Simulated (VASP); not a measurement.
Calculation: RPBE GGA, VASP's PBE PAW potentials (set 64) (plane waves; VASP). For the first row: Numerical set-up: 520 eV cut-off, 8×8×8 Γ-centred mesh, first-order Methfessel-Paxton smearing of 0.10 eV, potentials Cu Au.

```json
[
 {"system": "Cu$_{3}$Au (L1_2)", "energy (eV/atom)": "-3.1478"},
 {"system": "Cu atom", "energy (eV/atom)": "-0.2506"},
 {"system": "Au atom", "energy (eV/atom)": "-0.1911"}
]
```

Atoms are spin-polarised in a large box without symmetry, with the spin fixed by Hund's rule, and may not be in the lowest state of each functional; no zero-point energy is added.  Spin-orbit coupling is left out, which shifts such energies by up to tenths of an eV for the heavy elements here.

Question: What is the cohesive energy per atom of Cu₃Au?

Answer: The references average (3×(-0.2506) + 1×(-0.1911))/4 = -0.2357 eV, so the cohesive energy is -0.2357 − (-3.1478) = 2.912 eV/atom. Measured: 3.644 eV/atom (as given by Niraj K. Nepal et al., Physical Review B (2019), arXiv:1905.09348; from measured formation enthalpy and elemental cohesive energies; zero-point energy not added).
